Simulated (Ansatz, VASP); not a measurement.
# C (Diamond): VASP beside Ansatz, part 2 of 2

Wanted: the spread between two codes on one cell, functional and k mesh. The structure shown is the start of the Ansatz relaxation below; VASP solves that cell, so the two are compared at the walk's first step.

VASP 6.6.1 and Ansatz 0.2.0.

So far. Step 7 (VASP: single point, LDA, start cell, pair 2): The run ends at a pressure of 33.07 GPa, with forces up to 0.097 eV/Å.

## 9. Further runs

Further runs change the set-up of one program: Ansatz's method, potentials or start, or VASP's data sets, cutoff or form of LDA. The table gives that difference for each run.

```csv
run,r.m.s. force difference (meV/Å)
as above,6.9
VASP with a cutoff of 600 eV (perhaps on Ansatz's relaxed cell),7.2
```

## 10. Ansatz: relaxation, LDA

The two programs are compared at the cell with which this relaxation starts, whose forces are those of its first step. The cell compared in this pair holds 10.18 Å³, against 10.38 Å³ for the pair before.

The structure compared here is the start of the Ansatz relaxation; VASP solves that cell, so the two are compared at the walk's first step.

Contents of input.yaml:

```yaml
crystal:
  lattice:
    - [0.0514039236, 1.7465078779, 1.7465078779]
    - [1.7465078779, 0.0514039236, 1.7465078779]
    - [1.7465078779, 1.7465078779, 0.0514039236]
  atoms:
    - { symbol: C, position: [0.5004603581, 0.5004603581, 0.5004603581] }
    - { symbol: C, position: [0.7495396419, 0.7495396419, 0.7495396419] }
  conventional_axes: [[-1, 1, 0], [0, -1, 1], [1, 1, 1]]
kpoints:
  mp_grid: { grid: [12, 12, 12] }
hamiltonian:
  xc: lda
  pseudopotentials: { kind: paw, azcp: { folder: soft_1 }, xc_functional: pbe }
scf:
  occupations: { method: fixed }
output:
  forces: true
  stress: true
  eigenvalues: true
relax:
  adjacent_minimum: "off"
  f_tol: 0.001
  max_steps: 60
  cell: { stress_tol: 0.01, fix: [a, b, gamma] }
```

Launch:

```sh
$ ansatz run input.yaml --threads 4 --pin off --max-ram 10240MiB --backend cpu --events-out ev --progress --plain --runs-dir out
```

Numbers of over 12 decimals in the logs are rounded to 6 here.

What it wrote:

```text
[...]
Crystal: 2 atoms, lattice volume = 10.184 Å³
Basis set: ecut = 420 eV, 181 PW (Γ)
Bands: 8, of which v1, the nominal top of the filled ones, is band 4 counted from 1 (3 counted from 0)
Symmetry: 12 space group operations
[...]
k-points: 189 of 1728
[...]
--- Band table (eV; the first three rows and the last of 189) ---
[...]
--- Relaxed structure (6 steps of the walk, 6 accepted, 2 SCFs on fresh bases) ---
[...]
cell:  # Å, volume = 10.1979 Å³
    - [0.052962, 1.748066, 1.748066]
    - [1.748066, 0.052962, 1.748066]
    - [1.748066, 1.748066, 0.052962]
  atoms:
    - { symbol: C, position: [0.500673, 0.500673, 0.500673] }
    - { symbol: C, position: [0.749327, 0.749327, 0.749327] }
[key lines of the parts left out:]
SCF converged after 4 iterations
Free energy (F): -485.830386 eV
Fermi energy:    15.215820 eV
P = ⅓ Tr σ = 42.1722 GPa (421.722 kbar)
```

## 11. VASP: single point, LDA, start cell, pair 3

The same cell, functional (in two slightly different forms) and mesh now go to VASP, with its own data sets.

Contents of INCAR:

```
SYSTEM = C
PREC = Accurate
ENCUT = 520
EDIFF = 1E-06
NELM = 120
ISMEAR = 0
SIGMA = 0.01
LREAL = .FALSE.
ALGO = Normal
GGA = CA
NBANDS = 10
LORBIT = 11
LWAVE = .FALSE.
LCHARG = .FALSE.
ISIF = 2
LASPH = .TRUE.
GGA_COMPAT = .FALSE.
EFERMI = MIDGAP
```

Contents of POSCAR:

```
C
1.0
    0.0514040000      1.7465080000      1.7465080000
    1.7465080000      0.0514040000      1.7465080000
    1.7465080000      1.7465080000      0.0514040000
C
2
Direct
    0.5004604420      0.5004604420      0.5004604420
    0.7495395580      0.7495395580      0.7495395580
```

Contents of KPOINTS:

```
Automatic mesh
0
Gamma
12 12 12
0 0 0
```

Potentials, in the order of the species: C (LDA family, release 64).

Launch:

```sh
$ mpirun -np 1 vasp_std
```

What it wrote:

```text
[... set-up lines as in an earlier step ...]
 entering main loop
       N       E                     dE             d eps       ncg     rms          rms(c)
DAV:   1    -0.245436302722E+01   -0.24544E+01   -0.50636E+03  4060   0.782E+02
DAV:   2    -0.208602245700E+02   -0.18406E+02   -0.17800E+02  5040   0.131E+02
DAV:   3    -0.211416169951E+02   -0.28139E+00   -0.28079E+00  4496   0.129E+01
DAV:   4    -0.211421403348E+02   -0.52334E-03   -0.52331E-03  4118   0.639E-01
[...]
DAV:   9    -0.200728668579E+02    0.19388E-04   -0.51208E-05  4278   0.605E-02    0.222E-02
DAV:  10    -0.200728680065E+02   -0.11485E-05   -0.30247E-06  4190   0.158E-02    0.573E-03
DAV:  11    -0.200728679939E+02    0.12573E-07   -0.14905E-07  2144   0.358E-03
   1 F= -.20072868E+02 E0= -.20072868E+02  d E =0.000000E+00
```

From OUTCAR (step 11):

```text
  Total        2.8735175      2.8735175      2.8735175     -1.3180782     -1.3180782     -1.3180782
  in kB      452.0500803    452.0500803    452.0500803   -207.3546948   -207.3546948   -207.3546948
  external PRESSURE =     452.0500803 kB  Pullay stress =       0.0000000 kB

 POSITION                                       TOTAL-FORCE (eV/Angst)
 -----------------------------------------------------------------------------------
      1.77384      1.77384      1.77384         0.068150      0.068150      0.068150
      2.65668      2.65668      2.65668        -0.068150     -0.068150     -0.068150
 -----------------------------------------------------------------------------------
    total drift:                                0.000000      0.000000      0.000000

  FREE ENERGIE OF THE ION-ELECTRON SYSTEM (eV)
  ---------------------------------------------------
  free  energy   TOTEN  =       -20.0728679939 eV

  energy  without entropy=      -20.0728679939  energy(sigma->0) =      -20.07286799

[... 1 part as in an earlier step ...]

[... 2 further parts left out ...]
[key lines of the parts left out:]
E-fermi :  13.5318
```

The run ends at a pressure of 45.21 GPa, with forces up to 0.12 eV/Å.

## 12. Differences

Forces (eV/Å; atoms numbered as in POSCAR):

```csv
atom,"Ansatz x, y, z","VASP x, y, z"
C1,"0.059, 0.059, 0.059","0.068, 0.068, 0.068"
C2,"-0.059, -0.059, -0.059","-0.068, -0.068, -0.068"
```

The forces differ by 9.1 meV/Å r.m.s., which is 13.4 % of the r.m.s. force of 0.068 eV/Å (both taken over all components).

## 13. What the set-up changes

Further runs change the set-up of one program: Ansatz's method, potentials or start, or VASP's data sets, cutoff or form of LDA. The table gives that difference for each run.

```csv
run,r.m.s. force difference (meV/Å)
as above,9.1
VASP with a cutoff of 600 eV (perhaps on Ansatz's relaxed cell),9.5
```

## 14. Summary of results

```yaml
r_m_s_force_difference_single_point_lda_start_cell_pair_1: 2.3 meV/Å
r_m_s_force_difference_single_point_lda_start_cell_pair_2: 6.9 meV/Å
r_m_s_force_difference_single_point_lda_start_cell_pair_3: 9.1 meV/Å
```

The r.m.s. force difference is 9.1 meV/Å (single point, LDA, start cell, pair 3), within the 12 meV/Å picked in this series as the mark of a large difference. 10 further runs of this series are not shown here. Such differences can come from data sets, numerical settings and the points named under the comparisons, not from the functional's error against experiment.

[Lines on the potential files, build, host, timing and source positions are cut from VASP's logs without a mark.]

[Logs are printed without paths, hosts, clocks, repeated set-up lines and the standing remarks that a program may print on its own settings, such as how far it seeks lower states.]

[Hosts, paths, dates, database ids (printed as entryN), source tags and the programs' standing remarks are cut or masked in the printed files.]

[Rows of further runs with another cutoff or data set may stand on the cell that Ansatz relaxed, not on the start cell of the pair above them.]
